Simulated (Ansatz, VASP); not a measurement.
# SnSe2 in two plane-wave programs

Wanted: the spread between two codes on one cell, functional and k mesh. The cell is taken from a series of VASP runs on this material, whose earlier steps may have relaxed, scaled or displaced it; both programs get it as it stands.

Calculated with Ansatz 0.2.0; plane waves, with VASP 6.6.1 beside it; band structure at HSE06.

### 1. Starting point

Symmetry: P-3m1, No. 164, trigonal system. The conventional cell has a = 3.829 Å, b = 3.829 Å, c = 6.221 Å, α = 90.00°, β = 90.00°, γ = 120.00°. Nearest to Sn lie 6 Se at 2.72 Å. Se has 3 Sn at 2.72 Å nearest. Farther neighbours and most contacts between anions are not listed.

Structure file:

```
Sn Se
1.0
     3.82933    0.00000    0.00000
    -1.91466    3.31630    0.00000
     0.00000    0.00000    6.22129
Sn Se
1 2
Direct
  0.00000 0.00000 0.00000
  0.33333 0.66667 0.25353
  0.66667 0.33333 0.74647
```

### 2. VASP: band structure, HSE06

Levels along a path test the potential and the projectors away from the mesh points.

Lines of VASP's logs that name or quote its potential files are left out, and so is its time.

The run reads the wave functions of an earlier VASP run, which isn't shown here.

Contents of INCAR:

```
SYSTEM = SnSe2
PREC = Accurate
ENCUT = 400
EDIFF = 1E-06
NELM = 100
ISMEAR = 0
SIGMA = 0.05
LREAL = .FALSE.
ALGO = Normal
LHFCALC = .TRUE.
AEXX = 0.25
GGA = PE
HFSCREEN = 0.2
LASPH = .TRUE.
NBANDS = 19
PRECFOCK = Fast
LORBIT = 11
LWAVE = .FALSE.
LCHARG = .FALSE.
KPAR = 2
```

Contents of POSCAR:

```
SnSe2
1.0
    3.8293282261      0.0000000000      0.0000000000
   -1.9146641130      3.3162955232      0.0000000000
    0.0000000000      0.0000000000      6.2212929374
Sn Se
1 2
Direct
    0.0000000000      0.0000000000      0.0000000000
    0.3333333333      0.6666666667      0.2535250628
    0.6666666667      0.3333333333      0.7464749372
```

Contents of KPOINTS:

```
Automatic mesh
0
Gamma
4 4 3
0 0 0
```

Contents of KPOINTS_OPT:

```
Line mode
6
Line-mode
Reciprocal
  0.00000000   0.00000000   0.00000000 GAMMA
  0.50000000   0.00000000   0.00000000 M

  0.50000000   0.00000000   0.00000000 M
  0.33333333   0.33333333   0.00000000 K

  0.33333333   0.33333333   0.00000000 K
  0.00000000   0.00000000   0.00000000 GAMMA

  0.00000000   0.00000000   0.00000000 GAMMA
  0.00000000   0.00000000   0.50000000 A

  0.00000000   0.00000000   0.50000000 A
  0.50000000   0.00000000   0.50000000 L

  0.50000000   0.00000000   0.50000000 L
  0.33333333   0.33333333   0.50000000 H

  0.33333333   0.33333333   0.50000000 H
  0.00000000   0.00000000   0.50000000 A

  0.50000000   0.00000000   0.50000000 L
  0.50000000   0.00000000   0.00000000 M

  0.33333333   0.33333333   0.00000000 K
  0.33333333   0.33333333   0.50000000 H
```

PAW data sets: Sn_d and Se (PBE family, release 64).

On the command line:

```
$ mpirun -np 2 vasp_std
```

Numbers of over 12 decimals in the logs are rounded to 6 here.

Log:

```text
[banner, memory and clock lines left out]
running    2 mpi-ranks, on    1 nodes
 distrk:  each k-point on    1 cores,    2 groups
 distr:  one band on    1 cores,    1 groups

 POSCAR found type information on POSCAR SnSe
 POSCAR found :  2 types and       3 ions
 LDA part: xc-table for (Slater+PW92), standard interpolation
 found WAVECAR, reading the header
 POSCAR, INCAR and KPOINTS ok, starting setup
 FFT: planning ... GRIDC
 FFT: planning ... GRID_SOFT
 FFT: planning ... GRID
 reading WAVECAR
 the WAVECAR file was read successfully
 initial charge from wavefunction
 entering main loop
       N       E                     dE             d eps       ncg     rms          rms(c)
DAV:   1    -0.144985665761E+02   -0.14499E+02   -0.54833E-01   374   0.511E+00    0.133E+00
DAV:   2    -0.144992355485E+02   -0.66897E-03   -0.19191E-02   399   0.123E+00    0.832E-01
DAV:   3    -0.144984272277E+02    0.80832E-03   -0.39702E-03   395   0.358E-01    0.461E-01
DAV:   4    -0.144984278536E+02   -0.62584E-06   -0.66960E-04   403   0.185E-01    0.234E-01
DAV:   5    -0.144984111182E+02    0.16735E-04   -0.74951E-05   408   0.927E-02    0.127E-01
DAV:   6    -0.144984095339E+02    0.15843E-05   -0.21646E-05   440   0.439E-02    0.698E-02
DAV:   7    -0.144984112369E+02   -0.17030E-05   -0.41621E-06   381   0.164E-02    0.394E-02
DAV:   8    -0.144984123635E+02   -0.11266E-05   -0.86253E-07   232   0.698E-03    0.225E-02
DAV:   9    -0.144984130866E+02   -0.72316E-06   -0.62783E-07   183   0.637E-03
   1 F= -.14498413E+02 E0= -.14498413E+02  d E =-.328767E-12
 Start KPOINTS_OPT (optional k-point list driver)
k-point batch [1-9\54]
       N       E                     dE             ncg
DAV:   1    -0.312158768350E+02   -0.43583E+04      353
DAV:   2    -0.183892326931E+04   -0.18077E+04      361
DAV:   3    -0.207078961095E+04   -0.23187E+03      373
DAV:   4    -0.208233908367E+04   -0.11549E+02      427
DAV:   5    -0.208266755073E+04   -0.32847E+00      418
DAV:   6    -0.208267423553E+04   -0.66848E-02      465
DAV:   7    -0.208267440990E+04   -0.17437E-03      467
DAV:   8    -0.208267441366E+04   -0.37533E-05      379
DAV:   9    -0.208267441391E+04   -0.25903E-06      293
[...]
k-point batch [46-54\54]
       N       E                     dE             ncg
DAV:   1    -0.131092221685E+03   -0.74169E+04      358
DAV:   2    -0.193048390915E+04   -0.17994E+04      367
DAV:   3    -0.213875551694E+04   -0.20827E+03      408
DAV:   4    -0.214781891799E+04   -0.90634E+01      421
DAV:   5    -0.214803143557E+04   -0.21252E+00      478
DAV:   6    -0.214803590360E+04   -0.44680E-02      460
DAV:   7    -0.214803598142E+04   -0.77823E-04      491
DAV:   8    -0.214803598351E+04   -0.20901E-05      379
DAV:   9    -0.214803598368E+04   -0.17027E-06      296
```

From OUTCAR (step 2):

```text
ion  position               nearest neighbor table
   1  0.000  0.000  0.000-   2 2.72   3 2.72   2 2.72   3 2.72   3 2.72   2 2.72
   2  0.333  0.667  0.254-   1 2.72   1 2.72   1 2.72
   3  0.667  0.333  0.746-   1 2.72   1 2.72   1 2.72

  LATTYP: Found a hexagonal cell.
 ALAT       =     3.8293282261
 C/A-ratio  =     1.6246434283

 Subroutine GETGRP returns: Found 12 space group operations
 (whereof 12 operations were pure point group operations)

The static configuration has the point symmetry D_3d.

 Found      9 irreducible k-points:

   k-points           NKPTS =      9   k-points in BZ     NKDIM =     48   number of bands    NBANDS=     19

   dimension x,y,z NGX =    28 NGY =   28 NGZ =   42
   dimension x,y,z NGXF=    56 NGYF=   56 NGZF=   84

   ENCUT  =  400.0 eV  29.40 Ry    5.42 a.u.   6.24  6.24 10.15*2*pi/ulx,y,z

   NELECT =      26.0000    total number of electrons

 k-points in reciprocal lattice and weights: Automatic mesh
   0.00000000  0.00000000  0.00000000       0.021
   0.25000000  0.00000000  0.00000000       0.125
   0.50000000  0.00000000  0.00000000       0.062
   0.25000000  0.25000000  0.00000000       0.125
   0.00000000  0.00000000  0.33333333       0.042
   0.25000000  0.00000000  0.33333333       0.125
   0.00000000  0.25000000  0.33333333       0.125
   0.50000000  0.00000000  0.33333333       0.125
   0.25000000  0.25000000  0.33333333       0.250

  exchange ACFDT corr.  =         0.00000000  see jH, gK, PRB 81, 115126

 average (electrostatic) potential at core
       1 -97.0291       2 -49.8874       3 -49.8874

 E-fermi :   3.5484

 k-point     1 :       0.0000    0.0000    0.0000
  band No.  band energies     occupation
    ...
      9       2.7598      2.00000
     10       2.7598      2.00000
     11       3.0766      2.00000
     12       3.0766      2.00000
     13       3.2530      2.00000
     14       5.1609      0.00000
     15       7.3048      0.00000
     16       8.9894      0.00000
     17       8.9894      0.00000
     18      12.4267      0.00000
    ...

 k-point     2 :       0.2500    0.0000    0.0000
  band No.  band energies     occupation
    ...
      9      -0.3461      2.00000
     10       0.9611      2.00000
     11       1.4224      2.00000
     12       3.1050      2.00000
     13       3.3081      2.00000
     14       6.1054      0.00000
     15       8.1866      0.00000
     16       9.6974      0.00000
     17       9.9523      0.00000
     18      10.8724      0.00000
    ...

 k-point     3 :       0.5000    0.0000    0.0000
  band No.  band energies     occupation
    ...
      9      -1.3054      2.00000
     10       0.2319      2.00000
     11       0.6920      2.00000
     12       2.0954      2.00000
     13       3.1077      2.00000
     14       5.1923      0.00000
     15       8.0190      0.00000
     16       9.6093      0.00000
     17       9.6898      0.00000
     18      11.3982      0.00000
    ...

  energy-cutoff  :      400.00
  volume of cell :       79.01
      direct lattice vectors                 reciprocal lattice vectors
     3.829328226  0.000000000  0.000000000     0.261142410  0.150770640  0.000000000
    -1.914664113  3.316295523  0.000000000     0.000000000  0.301541281  0.000000000
     0.000000000  0.000000000  6.221292937     0.000000000  0.000000000  0.160738292

 POSITION                                       TOTAL-FORCE (eV/Angst)
 -----------------------------------------------------------------------------------
      0.00000      0.00000      0.00000        -0.000000      0.000000      0.000000
     -0.00000      2.21086      1.57725        -0.000000      0.000000     -0.329868
      1.91466      1.10543      4.64404         0.000000      0.000000      0.329868
 -----------------------------------------------------------------------------------
    total drift:                               -0.000000      0.000000      0.000002

  FREE ENERGIE OF THE ION-ELECTRON SYSTEM (eV)
  ---------------------------------------------------
  free  energy   TOTEN  =       -14.4984130866 eV

  energy  without entropy=      -14.4984130866  energy(sigma->0) =      -14.49841309

 total charge
# of ion       s       p       d       tot
------------------------------------------
    1        1.034   1.025  10.111  12.169
    2        1.493   2.362   0.027   3.882
    3        1.493   2.362   0.027   3.882
--------------------------------------------------
tot          4.020   5.749  10.164  19.934

[... 3 further parts left out ...]
```

The k-mesh is coarse for exact exchange; levels may shift by about 0.1 eV on a finer one. Spin-orbit coupling is off here; with elements this heavy it splits and shifts levels by tenths of an eV or more.

[end of part 1 of 2]

[Lines on the potential files, build, host, timing and source positions are cut from VASP's logs without a mark.]

[Logs are printed without paths, hosts, clocks, repeated set-up lines and the standing remarks that a program may print on its own settings, such as how far it seeks lower states.]

[Hosts, paths, dates, database ids (printed as entryN), source tags and the programs' standing remarks are cut or masked in the printed files.]
